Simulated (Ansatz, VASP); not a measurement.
# SiOF in two plane-wave programs

Aim: how closely do two programs agree when they are given the same cell, functional and k mesh? The cell is invented: As first built, before any earlier steps moved the atoms (in the runner's words): it takes the TiOF structure with some of its atoms replaced by other elements, volume scaled by an estimate. It may not be a known or stable phase. The cell is taken from a series of VASP runs on this material, whose earlier steps may have relaxed, scaled or displaced it; both programs get it as it stands.

Program: Ansatz 0.2.0. Level of theory: plane waves, with VASP 6.6.1 beside it; relaxation of cell and atoms at BLYP. Results are calculated unless marked as measured.

### 1. The starting structure

Symmetry: P4/mmm, No. 123, tetragonal system. The conventional cell has a = 2.910 Å, b = 2.910 Å, c = 3.888 Å, α = 90.00°, β = 90.00°, γ = 90.00°. Nearest to Si lie 2 F at 1.94 Å and 4 O at 2.06 Å. Nearest to F lie 2 Si at 1.94 Å. O has 4 Si at 2.06 Å nearest. As first built, before any earlier steps moved the atoms (in the runner's words): sites of the TiOF structure (space group 123) filled with other elements, volume scaled by an estimate. Farther neighbours and most contacts between anions are not listed.

### 2. VASP: relaxation of cell and atoms, BLYP

The relaxed volume is the usual yardstick between codes: its relative difference is about their pressure difference at one cell divided by the bulk modulus.

Lines of VASP's logs that name or quote its potential files are left out, and so is its time.

INCAR

```
SYSTEM = SiOF
PREC = Accurate
ENCUT = 520
EDIFF = 1E-06
NELM = 100
ISMEAR = 0
SIGMA = 0.05
LREAL = .FALSE.
ALGO = Normal
GGA = B5
ALDAX = 1
AGGAX = 1
AGGAC = 1
ALDAC = 0
LORBIT = 11
LWAVE = .FALSE.
LCHARG = .FALSE.
IBRION = 2
NSW = 60
ISIF = 3
EDIFFG = -0.01
```

POSCAR

```
SiOF
1.0
    2.9104364831      0.0000000000      0.0000000000
    0.0000000000      2.9104364831      0.0000000000
    0.0000000000      0.0000000000      3.8878562953
Si F O
1 1 1
Direct
    0.0000000000      0.0000000000      0.0000000000
    0.0000000000      0.0000000000      0.5000000000
    0.5000000000      0.5000000000      0.0000000000
```

KPOINTS

```
Automatic mesh
0
Gamma
8 8 6
0 0 0
```

The projector-augmented-wave data sets are Si, F and O (PBE family, release 64).

Run with:

```bash
mpirun -np 1 vasp_std
```

Numbers of over 12 decimals in the logs are rounded to 6 here.

What it wrote:

```text
[banner, memory and clock lines left out]
running    1 mpi-ranks, on    1 nodes
 distrk:  each k-point on    1 cores,    1 groups
 distr:  one band on    1 cores,    1 groups

 POSCAR found type information on POSCAR SiF O
 POSCAR found :  3 types and       3 ions
|                                                                             |
|               ----> ADVICE to this user running VASP <----                  |
|                                                                             |
|     You enforced a specific xc type in the INCAR file but a different       |
|     [... a line on the potential file left out ...]
|     I HOPE YOU KNOW WHAT YOU ARE DOING!                                     |
|                                                                             |

 LDA part: xc-table for (Slater(with rela. corr.)+VWN5), standard interpolation
 POSCAR, INCAR and KPOINTS ok, starting setup
 FFT: planning ... GRIDC
 FFT: planning ... GRID_SOFT
 FFT: planning ... GRID
 WAVECAR not read
 entering main loop
       N       E                     dE             d eps       ncg     rms          rms(c)
DAV:   1     0.729514813310E+02    0.72951E+02   -0.91874E+03  1488   0.125E+03
DAV:   2    -0.144941282142E+02   -0.87446E+02   -0.80197E+02  1764   0.269E+02
DAV:   3    -0.179480099677E+02   -0.34539E+01   -0.34386E+01  1828   0.565E+01
DAV:   4    -0.179707660664E+02   -0.22756E-01   -0.22751E-01  1600   0.524E+00
DAV:   5    -0.179709698481E+02   -0.20378E-03   -0.20377E-03  1768   0.479E-01    0.894E+00
DAV:   6    -0.161242662820E+02    0.18467E+01   -0.71217E+00  1504   0.265E+01    0.388E+00
DAV:   7    -0.161027212739E+02    0.21545E-01   -0.28832E-01  1576   0.608E+00    0.199E+00
DAV:   8    -0.160992823948E+02    0.34389E-02   -0.29403E-02  1652   0.195E+00    0.660E-01
DAV:   9    -0.161007961636E+02   -0.15138E-02   -0.50404E-03  1692   0.810E-01    0.119E-01
DAV:  10    -0.161010266237E+02   -0.23046E-03   -0.82901E-04  1600   0.350E-01    0.623E-02
DAV:  11    -0.161009668431E+02    0.59781E-04   -0.17507E-04  1644   0.196E-01    0.183E-02
DAV:  12    -0.161009736452E+02   -0.68020E-05   -0.24183E-05  1572   0.511E-02    0.105E-02
DAV:  13    -0.161009735457E+02    0.99495E-07   -0.87749E-07  1032   0.982E-03
   1 F= -.16100974E+02 E0= -.16100498E+02  d E =-.161010E+02
 curvature:   0.00 expect dE= 0.000E+00 dE for cont linesearch  0.000E+00
 trial: gam= 0.00000 g(F)=  0.000E+00 g(S)=  0.758E-04 ort = 0.000E+00 (trialstep = 0.100E+01)
 search vector abs. value=  0.758E-04
 bond charge predicted
       N       E                     dE             d eps       ncg     rms          rms(c)
DAV:   1    -0.161010873526E+02   -0.11371E-03   -0.77287E-03  1440   0.964E-01    0.698E-02
DAV:   2    -0.161010319498E+02    0.55403E-04   -0.12724E-04  1664   0.146E-01    0.374E-02
DAV:   3    -0.161010094808E+02    0.22469E-04   -0.19572E-05  1504   0.527E-02    0.107E-02
DAV:   4    -0.161010074999E+02    0.19809E-05   -0.42450E-06  1416   0.220E-02    0.159E-03
DAV:   5    -0.161010074954E+02    0.44763E-08   -0.14875E-07   736   0.566E-03
   2 F= -.16101007E+02 E0= -.16100531E+02  d E =-.339498E-04
 trial-energy change:   -0.000034  1 .order   -0.000035   -0.000076    0.000005
 step:   0.9362(harm=  0.9362)  dis= 0.00000  next Energy=   -16.101009 (dE=-0.355E-04)
 reached required accuracy - stopping structural energy minimisation
```

Parts of OUTCAR (step 2):

```text
ion  position               nearest neighbor table
   1  0.000  0.000  0.000-   2 1.94   2 1.94   3 2.06   3 2.06   3 2.06   3 2.06
   2  0.000  0.000  0.500-   1 1.94   1 1.94
   3  0.500  0.500  0.000-   1 2.06   1 2.06   1 2.06   1 2.06

  LATTYP: Found a simple tetragonal cell.
 ALAT       =     2.9104364831
 C/A-ratio  =     1.3358327240

 Subroutine GETGRP returns: Found 16 space group operations
 (whereof 16 operations were pure point group operations)

The static configuration has the point symmetry D_4h.

 Found     60 irreducible k-points:

   k-points           NKPTS =     60   k-points in BZ     NKDIM =     60   number of bands    NBANDS=     12

   dimension x,y,z NGX =    24 NGY =   24 NGZ =   30
   dimension x,y,z NGXF=    48 NGYF=   48 NGZF=   60

   ENCUT  =  520.0 eV  38.22 Ry    6.18 a.u.   5.41  5.41  7.23*2*pi/ulx,y,z

   NELECT =      17.0000    total number of electrons

 k-points in reciprocal lattice and weights: Automatic mesh
   0.00000000  0.00000000  0.00000000       0.003
   0.12500000  0.00000000  0.00000000       0.010
   0.25000000  0.00000000  0.00000000       0.010
   0.37500000  0.00000000  0.00000000       0.010
   0.50000000  0.00000000  0.00000000       0.005
   0.12500000  0.12500000  0.00000000       0.010
   0.25000000  0.12500000  0.00000000       0.021
   0.37500000  0.12500000  0.00000000       0.021
   0.50000000  0.12500000  0.00000000       0.010
[...]
0.50000000  0.37500000  0.50000000       0.010
   0.50000000  0.50000000  0.50000000       0.003

 average (electrostatic) potential at core
       1 -85.6959       2 -74.9767       3 -70.7961

 E-fermi :   6.8332

 k-point     1 :       0.0000    0.0000    0.0000
  band No.  band energies     occupation
    ...
      5       0.0535      2.00000
      6       1.7010      2.00000
      7       1.7010      2.00000
      8       2.6224      2.00000
      9       2.7887      2.00000
     10      12.1825      0.00000
     11      13.7253      0.00000
     12      14.6002      0.00000

 k-point     2 :       0.1250    0.0000    0.0000
  band No.  band energies     occupation
    ...
      5       0.1535      2.00000
      6       0.9653      2.00000
      7       1.6864      2.00000
      8       2.5682      2.00000
      9       4.0443      2.00000
     10      12.3724      0.00000
     11      14.0644      0.00000
     12      14.4795      0.00000

 k-point     3 :       0.2500    0.0000    0.0000
  band No.  band energies     occupation
    ...
      5       0.3361      2.00000
      6       0.4271      2.00000
      7       1.6265      2.00000
      8       2.4174      2.00000
      9       5.6605      2.00000
     10      11.9328      0.00000
     11      13.9863      0.00000
     12      14.1375      0.00000

  Total        0.0047609      0.0047609     -0.0008521      0.0000000      0.0000000      0.0000000
  in kB        0.2316263      0.2316263     -0.0414549      0.0000000      0.0000000      0.0000000
  external PRESSURE =       0.1405992 kB  Pullay stress =       0.0000000 kB

  energy-cutoff  :      520.00
  volume of cell :       32.93
      direct lattice vectors                 reciprocal lattice vectors
     2.909089781  0.000000000 -0.000000000     0.343750133  0.000000000  0.000000000
     0.000000000  2.909089781 -0.000000000    -0.000000000  0.343750133 -0.000000000
    -0.000000000  0.000000000  3.891312845     0.000000000  0.000000000  0.256982679

 POSITION                                       TOTAL-FORCE (eV/Angst)
 -----------------------------------------------------------------------------------
      0.00000      0.00000      0.00000        -0.000000      0.000000      0.000000
     -0.00000      0.00000      1.94566        -0.000000      0.000000      0.000000
      1.45454      1.45454     -0.00000         0.000000     -0.000000      0.000000
 -----------------------------------------------------------------------------------
    total drift:                                0.000000     -0.000000     -0.000000

  FREE ENERGIE OF THE ION-ELECTRON SYSTEM (eV)
  ---------------------------------------------------
  free  energy   TOTEN  =       -16.1010074954 eV

  energy  without entropy=      -16.1000547999  energy(sigma->0) =      -16.10053115

 reached required accuracy - stopping structural energy minimisation

 total charge
# of ion       s       p       d       tot
------------------------------------------
    1        0.851   0.501   0.000   1.351
    2        1.740   4.354   0.000   6.094
    3        1.580   3.410   0.000   4.989
--------------------------------------------------
tot          4.171   8.264   0.000  12.435

[... 3 further parts left out ...]
```

CONTCAR:

```
SiOF
   1.00000000000000
     2.9090897814619083    0.0000000000000000   -0.0000000000000000
     0.0000000000000000    2.9090897814619083   -0.0000000000000000
    -0.0000000000000000    0.0000000000000000    3.8913128445051623
  Si              F               O
     1     1     1
Direct
     0.0000000000000000    0.0000000000000000    0.0000000000000000
     0.0000000000000000    0.0000000000000000    0.5000000000000000
     0.5000000000000000    0.5000000000000000    0.0000000000000000
```

The run keeps the 16 symmetry operations of its start, so it cannot find a distortion of lower symmetry.

### 3. Ansatz: relaxation of cell and atoms, BLYP

Ansatz runs on its default PAW (the set named soft_2) files.

The same cell, functional (in two slightly different forms), mesh and smearing now go to Ansatz, which takes its cutoff from its data sets.

input.yaml

```yaml
crystal:
  lattice:
    - [2.9104364831, 0.0, 0.0]
    - [0.0, 2.9104364831, 0.0]
    - [0.0, 0.0, 3.8878562953]
  atoms:
    - { symbol: Si, position: [0.0, 0.0, 0.0] }
    - { symbol: F, position: [0.0, 0.0, 0.5] }
    - { symbol: O, position: [0.5, 0.5, 0.0] }
hamiltonian:
  xc: blyp
  pseudopotentials: { kind: paw }
kpoints:
  mp_grid: { grid: [8, 8, 6] }
scf:
  occupations: { method: gaussian, width: 0.05 }
relax:
  f_tol: 0.01
  max_steps: 60
  cell: { stress_tol: 0.05 }
output:
  forces: true
  stress: true
```

Run with:

```bash
ansatz run input.yaml --threads 4 --pin off --max-ram 9216MiB --backend cpu --events-out ev --progress --plain --runs-dir out
```

What it wrote:

```text
Engine: ansatz 0.2.0, x86_64-unknown-linux-gnu
Pseudopotentials: kind: paw
Pseudopotential: Si, paw, valence charge 4, recommended cutoff 420 eV (normal), Si.paw.azcp
Pseudopotential: F, paw, valence charge 7, recommended cutoff 420 eV (normal), F.paw.azcp
Pseudopotential: O, paw, valence charge 6, recommended cutoff 420 eV (normal), O.paw.azcp
Functional definition: BLYP
  parameter beta = 0.0042
  parameter a = 0.04918
  parameter b = 0.132
  parameter c = 0.2533
  parameter d = 0.349
  exchange = b88_x(beta = beta)
  correlation = lyp_c(a = a, b = b, c = c, d = d)
Crystal: 3 atoms, lattice volume = 32.933 Å³
Basis set: ecut = 420 eV, 633 PW (Γ), exchange–correlation on 40×40×54 points (8 copies of the dense FFT grid, shifted against one another)
Bands: 13, of which v1, the nominal top of the filled ones, is band 9 counted from 1 (8 counted from 0)
Symmetry: 16 space group operations
Space group: P4/mmm (ITA 123), of the structure as read, at distance tolerance 3.2e-5 Å
k-points: 60 of 384
Non-local potential: Si, projectors of the file, l = 0: 2, l = 1: 2, l = 2: 2
Non-local potential: F, projectors of the file, l = 0: 2, l = 1: 2, l = 2: 1
Non-local potential: O, projectors of the file, l = 0: 2, l = 1: 2, l = 2: 1
PAW form: soft (Blöchl's): semilocal exchange-correlation on the pseudo side does not see the compensation charge
PAW frozen core: Si, regenerated for the run's functional, and the local potential with it (the file was generated under x = pbe(κ = 0.804, μ = 0.219515), c = pbe(β = 0.066725))
PAW frozen core: F, regenerated for the run's functional, and the local potential with it (the file was generated under x = pbe(κ = 0.804, μ = 0.219515), c = pbe(β = 0.066725))
PAW frozen core: O, regenerated for the run's functional, and the local potential with it (the file was generated under x = pbe(κ = 0.804, μ = 0.219515), c = pbe(β = 0.066725))
PAW one-centre angular grid: Si, 110 points (default); XC on 64 Gauss nodes
PAW one-centre angular grid: F, 110 points (default); XC on 64 Gauss nodes
PAW one-centre angular grid: O, 110 points (default); XC on 64 Gauss nodes
Initial density: superposition of atomic densities (neutral atoms: chi_scale 0, normalization atom), corrected by the library's trained network
Initial wavefunctions: pseudopotential atomic-orbital guess
Functional: x = b88, c = lyp
SCF iter   1: F=—  HF=-2019.218960 eV  |F-HF|=—  |Δ(HF+E_count)|=         —  Δρ=2.21e-2  dr2=1.08e-1  ethr=1.77e-3  ⟨swp⟩=6.1  Hψ=5004  notcnv=0
preconditioner: auto → LDOS  [insulator: Δε(μ)=0.205 eV  Ē_g=16.523 eV  σ=0.050 eV  W_gap=0.50  n_scr=6 (ndim 8)  ℏωp=26.7 eV  f_vac=0.030  D(μ)=0.48/eV (n_scr^D=2)  ε∞_Penn≈3.6  β→1.0]
SCF iter   2: F=—  HF=-2019.207272 eV  |F-HF|=—  |Δ(HF+E_count)|=   1.17e-2  Δρ=1.67e-2  dr2=4.92e-2  ethr=6.34e-4  ⟨swp⟩=2.1  Hψ=2008  notcnv=0  defer=22
SCF iter   3: F=—  HF=-2019.192320 eV  |F-HF|=—  |Δ(HF+E_count)|=   1.50e-2  Δρ=1.99e-3  dr2=7.19e-4  ethr=2.90e-4  ⟨swp⟩=2.0  Hψ=1490  notcnv=0  defer=22
SCF iter   4: F=—  HF=-2019.192246 eV  |F-HF|=—  |Δ(HF+E_count)|=   7.45e-5  Δρ=4.36e-4  dr2=5.07e-5  ethr=4.23e-6  ⟨swp⟩=2.3  Hψ=1216  notcnv=0  defer=22
SCF iter   5: F=—  HF=-2019.192544 eV  |F-HF|=—  |Δ(HF+E_count)|=   2.98e-4  Δρ=5.43e-5  dr2=5.25e-7  ethr=2.98e-7  ⟨swp⟩=2.2  Hψ=1117  notcnv=0  defer=22
SCF iter   6: F=-2019.192545 eV  HF=-2019.192545 eV  |F-HF|=1.70e-10  |Δ(HF+E_count)|=   5.49e-7  Δρ=5.14e-6  dr2=4.56e-9  ethr=5.88e-10  ⟨swp⟩=5.0  Hψ=2849  notcnv=0
SCF 1 converged in 6 iterations: F = -2019.192545 eV  dr2 = 4.56e-9
  greatest PAW one-centre occupation: 0.929 electrons in one spin orbital (limit 2), on the F atom at site 1 (counted from 0), in its partial waves of l = 0
relax step   1: F+E_penalty+E_count = -2019.19254478 eV  Δ(F+E_penalty+E_count) = +0.000e0 eV  max|allowed force component| = 6.294e-30 eV/Å  Δτ_max = 0.0000 Å  P = -0.271 GPa  Ω = 32.933 Å³  (6 SCF iters, dr2 threshold 1.00e-7 eV, accepted)
[...]
relax step   2: F+E_penalty+E_count = -2019.19276662 eV  Δ(F+E_penalty+E_count) = -2.218e-4 eV  max|allowed force component| = 1.704e-29 eV/Å  Δτ_max = 0.0000 Å  P = -0.116 GPa  Ω = 32.899 Å³  energy of the carried Pulay correction = +1.777e-4 eV  (3 SCF iters, dr2 threshold 2.57e-7 eV, accepted)
[...]
relax step   3: F+E_penalty+E_count = -2019.19291137 eV  Δ(F+E_penalty+E_count) = -1.447e-4 eV  max|allowed force component| = 3.517e-29 eV/Å  Δτ_max = 0.0000 Å  P = +0.003 GPa  Ω = 32.874 Å³  energy of the carried Pulay correction = +3.123e-4 eV  (3 SCF iters, dr2 threshold 4.99e-8 eV, accepted)
[...]
relax step   4: F+E_penalty+E_count = -2019.19245909 eV  Δ(F+E_penalty+E_count) = +4.523e-4 eV  max|allowed force component| = 3.497e-29 eV/Å  Δτ_max = 0.0000 Å  P = -0.015 GPa  Ω = 32.874 Å³  stress off target by 1.99e-2 GPa  SCF on the basis re-selected at this cell (its energy is not comparable with the rows above)  (5 SCF iters)
basis re-selected at this cell: Δ(F+E_penalty+E_count) = +4.523e-4 eV, ΔP = -0.018 GPa vs the last step (what re-selecting the basis moved, of the pressure what is left beyond the Pulay correction that the steps carried, after the strain that the cell walked since its last selection, with what the two solves' SCF thresholds leave and, on support functions, any second-order correction that the steps lacked; it is no m [...]
SCF converged after 5 iterations
Free energy (F): -2019.192459 eV
Harris-Foulkes:  -2019.192459 eV  (|F-HF|=2.73e-12)
Internal energy: -2019.191520 eV  (E = F + TS)
E sigma→0 (E₀):  -2019.191989 eV
Entropy (-TS):   -0.000939 eV (-0.313 meV/atom)
Fermi energy:    8.587227 eV
--- Per-component energies (eV) ---
  E_band       = -33.964721
  E_kinetic    = 421.400223
  E_local      = -951.387764  (includes V_loc(G=0)·N_el)
  E_nonlocal   = 148.091350
  E_hartree    = 345.854130
  E_xc         = -206.374434
  E_vxc        = -239.405059  (∫ρ·V_xc dr)
  E_paw        = -880.687192  (= ΣΔE_a)
  E_vpaw       = -104.376145  (= ΣTr[D̂ρ^β])
  E_aug_tail   = 0.004474  (compensation charges beyond the density's cutoff)
  E_ewald      = -896.112394
  E_core_change = 0.020087  (= ΣΔE_core)
  E_smearing   = -0.000939  (= −TS)
  E_closure    = -0.000000  (closes the sum)
  Σ components = -2019.192459   (vs F -2019.192459, Δ=0.00e0)
--- Forces (eV/Å), atoms counted from 1 ---
  atom   1  Si    -0.00000000     0.00000000     0.00000000
  atom   2  F      0.00000000     0.00000000     0.00000000
  atom   3  O      0.00000000    -0.00000000    -0.00000000
  max |Σ_I F_I| component: 4.67e-29 eV/Å
--- Stress (GPa, compression-positive) ---
       -0.019851       0.000000      -0.000000
        0.000000      -0.019851       0.000000
       -0.000000       0.000000      -0.005591
  P = ⅓ Tr σ = -0.0151 GPa (-0.151 kbar)
--- Relaxed structure (3 steps of the walk, 3 accepted, 1 SCFs on fresh bases) ---
  F+E_penalty+E_count = -2019.19245909 eV   max|allowed force component| = 3.497e-29 eV/Å   (the final SCF, on the basis selected at the relaxed cell)
  cell:  # Å, volume = 32.8739 Å³
    - [2.908234, 0.0, 0.0]
    - [0.0, 2.908234, 0.0]
    - [0.0, 0.0, 3.886806]
  atoms:
    - { symbol: Si, position: [0, 0, 0.0] }
    - { symbol: F, position: [0, 0, 0.5] }
    - { symbol: O, position: [0.500000, 0.500000, 0.0] }
```

It took 3.2 s on 4 threads of Intel Xeon Platinum 8488C (Sapphire Rapids), shared host; peak memory 0.38 GiB; 6.3 s of CPU time.

### 4. Side by side

Known differences besides the potentials themselves: both relaxations stop at a tolerance, which leaves soft axes loose, and VASP keeps its plane-wave basis; the cutoff is 420 eV in Ansatz and 520 eV in VASP; Ansatz makes its cores anew for this functional, VASP keeps those of its PBE data sets; VASP leaves aspherical gradient terms in its spheres out (LASPH is not set), Ansatz keeps them; VASP's log shows a relativistic correction to its local exchange, Ansatz's none; Ansatz adds a Pulay correction to the stress that steers its cell, VASP none. Total energies have different zeros and are not compared.

The two programs side by side:

```
                                         quantity  Ansatz   VASP  difference
                                      volume (Å³)   32.87  32.93     -0.17 %
edge a after relaxation, in the typed setting (Å)   2.908  2.909     -0.03 %
edge c after relaxation, in the typed setting (Å)   3.887  3.891     -0.12 %
```

The walks stopped with -0.02 GPa left in Ansatz and 0.01 GPa in VASP; each walk ends within a tolerance, so the volume difference is uncertain by about these residues over the bulk modulus, most in soft cells.

### 5. Results

| Item | Value |
| --- | --- |
| difference in volume (relaxation of cell and atoms, BLYP) | -0.17 % |

The difference in volume is -0.17 % (relaxation of cell and atoms, BLYP), within the 1.2 % picked in this series as the mark of a large difference, as far as the stopping tolerances let one tell. How closely two codes agree says nothing of how well the functional describes the real material.

[Lines on the potential files, build, host, timing and source positions are cut from VASP's logs without a mark.]

[Logs are printed without paths, hosts, clocks, repeated set-up lines and the standing remarks that a program may print on its own settings, such as how far it seeks lower states.]

[Hosts, paths, dates, database ids (printed as entryN), source tags and the programs' standing remarks are cut or masked in the printed files.]
